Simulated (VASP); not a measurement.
SiC (zinc blende): the formation energy from VASP (plane waves, PAW) at several levels of theory. The references are the elements' solids at the same level; no temperature or zero-point terms are added.  Without a dispersion term in the relaxation, distances and binding between the weakly bound layers, chains or molecules are unreliable, and so is what depends on them.

```json
[
 {"level": "LDA", "formation energy (eV/atom)": "-0.287"},
 {"level": "PBE", "formation energy (eV/atom)": "-0.206"},
 {"level": "PBEsol", "formation energy (eV/atom)": "-0.262"},
 {"level": "r2SCAN", "formation energy (eV/atom)": "-0.307"}
]
```

The cell of the LDA run:

```xyz
2
Lattice="0.0000 2.1658 2.1658 2.1658 0.0000 2.1658 2.1658 2.1658 0.0000" Properties=species:S:1:pos:R:3 pbc="T T T"
Si     0.0000     0.0000     0.0000
C      1.0829     1.0829     1.0829
```

Only levels that ran to the end are used. Left out are those held back, those with too coarse a band path, GW runs whose mesh misses a band edge, hybrids' fits of cells that aren't cubic and levels without matching references; a question may draw on a part of the rest.
